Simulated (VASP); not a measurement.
Output of a VASP run:

File OUTCAR:
```
 ion  position               nearest neighbor table
   1  0.000  0.000  0.000-   2 2.50   3 2.50   4 2.50   2 2.50   3 2.50   2 2.50   4 2.50   2 2.50
                             3 2.50   4 2.50   3 2.50   4 2.50
   2  0.000  0.500  0.500-   1 2.50   3 2.50   4 2.50   1 2.50   4 2.50   1 2.50   3 2.50   1 2.50
                             3 2.50   4 2.50   4 2.50   3 2.50
   3  0.500  0.000  0.500-   1 2.50   2 2.50   4 2.50   1 2.50   4 2.50   2 2.50   4 2.50   4 2.50
                             1 2.50   2 2.50   1 2.50   2 2.50
   4  0.500  0.500  0.000-   1 2.50   2 2.50   3 2.50   2 2.50   3 2.50   1 2.50   3 2.50   3 2.50
                             1 2.50   2 2.50   2 2.50   1 2.50
  LATTYP: Found a simple cubic cell.
 ALAT       =     3.5402536788
 Subroutine PRICEL returns:
 Original cell was already a primitive cell.
 Subroutine GETGRP returns: Found 48 space group operations
The static configuration has the point symmetry O_h .
The dynamic configuration has the point symmetry O_h .
The overall configuration has the point symmetry O_h .
 Subroutine INISYM returns: Found 48 space group operations
 Subroutine IBZKPT returns following result:
 Found     35 irreducible k-points:

 Following reciprocal coordinates:
            Coordinates               Weight
  0.000000  0.000000  0.000000      1.000000
  0.125000  0.000000  0.000000      6.000000
  0.250000  0.000000  0.000000      6.000000
  0.375000  0.000000  0.000000      6.000000
  0.500000  0.000000  0.000000      3.000000
  0.125000  0.125000  0.000000     12.000000
  0.250000  0.125000  0.000000     24.000000
  0.375000  0.125000  0.000000     24.000000
  0.500000  0.125000  0.000000     12.000000
  0.250000  0.250000  0.000000     12.000000
  0.375000  0.250000  0.000000     24.000000
  0.500000  0.250000  0.000000     12.000000
  0.375000  0.375000  0.000000     12.000000
  0.500000  0.375000  0.000000     12.000000
  0.500000  0.500000  0.000000      3.000000
  0.125000  0.125000  0.125000      8.000000
  0.250000  0.125000  0.125000     24.000000
  0.375000  0.125000  0.125000     24.000000
  0.500000  0.125000  0.125000     12.000000
  0.250000  0.250000  0.125000     24.000000
  0.375000  0.250000  0.125000     48.000000
  0.500000  0.250000  0.125000     24.000000
  0.375000  0.375000  0.125000     24.000000
  0.500000  0.375000  0.125000     24.000000
  0.500000  0.500000  0.125000      6.000000
  0.250000  0.250000  0.250000      8.000000
  0.375000  0.250000  0.250000     24.000000
  0.500000  0.250000  0.250000     12.000000
  0.375000  0.375000  0.250000     24.000000
  0.500000  0.375000  0.250000     24.000000
  0.500000  0.500000  0.250000      6.000000
  0.375000  0.375000  0.375000      8.000000
  0.500000  0.375000  0.375000     12.000000
  0.500000  0.500000  0.375000      6.000000
  0.500000  0.500000  0.500000      1.000000
   k-points           NKPTS =     35   k-points in BZ     NKDIM =     35   number of bands    NBANDS=     26
   number of dos      NEDOS =    301   number of ions     NIONS =      4
   total plane-waves  NPLWV =  13824
   dimension x,y,z NGX =    24 NGY =   24 NGZ =   24
   dimension x,y,z NGXF=    48 NGYF=   48 NGZF=   48
   ions per type =               1   3
   PREC   = accura    normal or accurate (medium, high low for compatibility)
   ISTART =      0    job   : 0-new  1-cont  2-samecut
   ICHARG =      2    charge: 1-file 2-atom 10-const
   ISPIN  =      2    spin polarized calculation?
   LNONCOLLINEAR =      F non collinear calculations
   LSORBIT =      F    spin-orbit coupling
   INIWAV =      1    electr: 0-lowe 1-rand  2-diag
   ENCUT  =  400.0 eV  29.40 Ry    5.42 a.u.   5.77  5.77  5.77*2*pi/ulx,y,z
   NELM   =    100;   NELMIN=  2; NELMDL= -5     # of ELM steps
   EDIFF  = 0.1E-05   stopping-criterion for ELM
   LREAL  =      F    real-space projection
   NLSPLINE    = F    spline interpolate recip. space projectors
   LMAXMIX     =    4 max onsite mixed and CHGCAR
   VOSKOWN=      0    Vosko Wilk Nusair interpolation
   EDIFFG = -.2E-01   stopping-criterion for IOM
   NSW    =     60    number of steps for IOM
...
```

**OSZICAR**
```
       N       E                     dE             d eps       ncg     rms          rms(c)
DAV:   1     0.215517404878E+03    0.21552E+03   -0.14577E+04  3800   0.170E+03
DAV:   2    -0.173063897559E+02   -0.23282E+03   -0.22381E+03  3640   0.331E+02
DAV:   3    -0.290296869106E+02   -0.11723E+02   -0.11136E+02  3760   0.103E+02
DAV:   4    -0.291754430009E+02   -0.14576E+00   -0.14553E+00  3990   0.122E+01
DAV:   5    -0.291796953644E+02   -0.42524E-02   -0.42520E-02  4976   0.166E+00    0.206E+01
DAV:   6    -0.264200192010E+02    0.27597E+01   -0.37290E+01  3874   0.971E+01    0.207E+01
DAV:   7    -0.296430120238E+02   -0.32230E+01   -0.23712E+01  4340   0.118E+02    0.270E+01
DAV:   8    -0.248697971368E+02    0.47732E+01   -0.16087E+01  4552   0.546E+01    0.605E+00
DAV:   9    -0.250238350810E+02   -0.15404E+00   -0.64146E-01  4162   0.975E+00    0.322E+00
DAV:  10    -0.249948287289E+02    0.29006E-01   -0.12055E-01  5024   0.838E+00    0.154E+00
DAV:  11    -0.249941276061E+02    0.70112E-03   -0.38098E-02  5466   0.238E+00    0.117E+00
DAV:  12    -0.249966014385E+02   -0.24738E-02   -0.71598E-03  4280   0.217E+00    0.307E-01
DAV:  13    -0.249968397847E+02   -0.23835E-03   -0.21172E-03  5212   0.678E-01    0.702E-02
DAV:  14    -0.249969083520E+02   -0.68567E-04   -0.23815E-04  4704   0.176E-01    0.990E-02
DAV:  15    -0.249968868121E+02    0.21540E-04   -0.79921E-05  4488   0.241E-01    0.192E-02
DAV:  16    -0.249968879995E+02   -0.11873E-05   -0.12350E-05  4772   0.669E-02    0.278E-02
DAV:  17    -0.249968874324E+02    0.56703E-06   -0.22500E-06  2366   0.402E-02
   1 F= -.24996887E+02 E0= -.24996644E+02  d E =-.249969E+02  mag=     4.7993
```

**OUTCAR**
```
------------------------ aborting loop because EDIFF is reached ----------------------------------------
  FORCE on cell =-STRESS in cart. coord.  units (eV):
  Direction    XX          YY          ZZ          XY          YZ          ZX
  --------------------------------------------------------------------------------------
  Total        0.0210430      0.0210430      0.0210430      0.0000000      0.0000000      0.0000000
  in kB        0.7598285      0.7598285      0.7598285      0.0000000      0.0000000      0.0000000
  external PRESSURE =       0.7598285 kB  Pullay stress =       0.0000000 kB
  volume of cell :       44.37
      direct lattice vectors                 reciprocal lattice vectors
     3.540253679  0.000000000  0.000000000     0.282465634  0.000000000  0.000000000
     0.000000000  3.540253679  0.000000000     0.000000000  0.282465634  0.000000000
     0.000000000  0.000000000  3.540253679     0.000000000  0.000000000  0.282465634
 POSITION                                       TOTAL-FORCE (eV/Angst)
 -----------------------------------------------------------------------------------
      0.00000      0.00000      0.00000         0.000000      0.000000      0.000000
      0.00000      1.77013      1.77013         0.000000      0.000000      0.000000
      1.77013      0.00000      1.77013         0.000000      0.000000      0.000000
      1.77013      1.77013      0.00000         0.000000      0.000000      0.000000
 -----------------------------------------------------------------------------------
    total drift:                                0.000000     -0.000000     -0.000000
  FREE ENERGIE OF THE ION-ELECTRON SYSTEM (eV)
  ---------------------------------------------------
  free  energy   TOTEN  =       -24.9968874324 eV

  energy  without entropy=      -24.9961579271  energy(sigma->0) =      -24.99664426

 total charge

# of ion       s       p       d       tot
------------------------------------------
    1        0.476   0.505   6.112   7.093
    2        0.506   0.513   8.321   9.340
    3        0.506   0.513   8.321   9.340
    4        0.506   0.513   8.321   9.340
--------------------------------------------------
tot          1.993   2.044  31.077  35.114

 magnetization (x)

# of ion       s       p       d       tot
------------------------------------------
    1        0.012  -0.001   2.897   2.908
    2       -0.016  -0.045   0.701   0.640
    3       -0.016  -0.045   0.701   0.640
    4       -0.016  -0.045   0.701   0.640
--------------------------------------------------
tot         -0.035  -0.135   4.999   4.829

 reached required accuracy - stopping structural energy minimisation
```
(Selected blocks of OUTCAR.)

POSCAR:
```
Ni3Fe
1
    3.5402536788    -0.0000000000     0.0000000000
   -0.0000000000     3.5402536788    -0.0000000000
    0.0000000000     0.0000000000     3.5402536788
Fe Ni
1 3
Direct
  0.0000000000   0.0000000000   0.0000000000
  0.0000000000   0.5000000000   0.5000000000
  0.5000000000   0.0000000000   0.5000000000
  0.5000000000   0.5000000000   0.0000000000
```

**Question.** Reconstruct the remaining input files.

**Answer.** One answer among several that fit: the input of the run itself, PBE GGA, plane waves, VASP's PBE PAW potentials (set 64).

**KPOINTS**
```
Automatic
0
gamma
  8 8 8
0 0 0
```

INCAR:
```
! general
SYSTEM  = Ni3Fe
PREC    = Accurate
ENCUT   = 400
LREAL   = .False.   ! projection in real space or not
LASPH   = .True.   ! aspherical one-centre terms

! electronic loop
EDIFF   = 1E-6   ! SCF stop (eV)
NELM    = 100   ! most electronic steps
ALGO    = Normal   ! blocked Davidson
LMAXMIX = 4   ! l cut-off of mixed one-centre charges

! smearing
ISMEAR  = 1   ! Methfessel-Paxton
SIGMA   = 0.1   ! width (eV)

! functional
GGA     = PE

! spin
ISPIN   = 2   ! spin-polarised
MAGMOM  = 3.0 3*0.7

! ions
IBRION  = 2   ! conjugate gradients
NSW     = 60   ! most ionic steps
ISIF    = 3
EDIFFG  = -0.02   ! ionic stop

! output
LWAVE   = .False.
LCHARG  = .False.
LORBIT  = 10
```

POTCAR, in this order: Fe Ni (PBE.64 set). Program: vasp_std.

The compound is Ni3Fe in the L1_2 structure. It was relaxed first. The start is the result of an earlier pass.
